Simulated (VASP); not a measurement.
These are PBE GGA, VASP's PBE PAW potentials (set 64) (plane waves; VASP) values and carry that method's errors.

The input files of a VASP run:

KPOINTS:
```
Automatic mesh
0
Gamma
5 5 1
0 0 0
```

INCAR:
```
SYSTEM = Cu16CO
PREC = Normal; ENCUT = 400; LREAL = .False.
LASPH = .True.
EDIFF = 1E-6; NELM = 100; NELMIN = 4
ALGO = Normal; LMAXMIX = 4
ISMEAR = 1; SIGMA = 0.1
GGA = PE
LWAVE = .False.; LCHARG = .False.; LORBIT = 11
LVHAR = .True.
DIPOL = 0.5 0.5 0.5
LDIPOL = .True.; IDIPOL = 3
```

File POSCAR:
```
Cu16CO
1
    5.1357214723     0.0000000000     0.0000000000
    0.0000000000     5.1357214723     0.0000000000
    0.0000000000     0.0000000000    19.5306480613
Cu C O
16 1 1
Direct
  0.2495626733   0.2495626733   0.3615294079
  0.7504373267   0.2495626733   0.3615294079
  0.2495626733   0.7504373267   0.3615294079
  0.7504373267   0.7504373267   0.3615294079
  0.0000000000   0.0000000000   0.4524840749
  0.5000000000   0.0000000000   0.4523276681
  0.0000000000   0.5000000000   0.4523276681
  0.5000000000   0.5000000000   0.4528579246
  0.2477266868   0.2477266868   0.5476318710
  0.7522733132   0.2477266868   0.5476318710
  0.2477266868   0.7522733132   0.5476318710
  0.7522733132   0.7522733132   0.5476318710
  0.0000000000   0.0000000000   0.6474936601
  0.5000000000   0.0000000000   0.6377807622
  0.0000000000   0.5000000000   0.6377807622
  0.5000000000   0.5000000000   0.6373177622
  0.0000000000   0.0000000000   0.7433347654
  0.0000000000   0.0000000000   0.8025728365
```

POTCAR, in this order: Cu C O (PBE.64 set). Program: vasp_std. Read from the step before: WAVECAR.

Question: What will the output report for the number of irreducible k-points (NKPTS), largest plane-wave count, number of space-group operations, FFT grid (NGX, NGY, NGZ)?

Answer: 
The number of irreducible k-points (NKPTS) is 6. The largest plane-wave count is 9374. The number of space-group operations is 8 and the FFT grid (NGX, NGY, NGZ) is 28 × 28 × 96.

The cell is a thin slab with vacuum, built from Cu (fcc): (100) face, CO adsorbed.
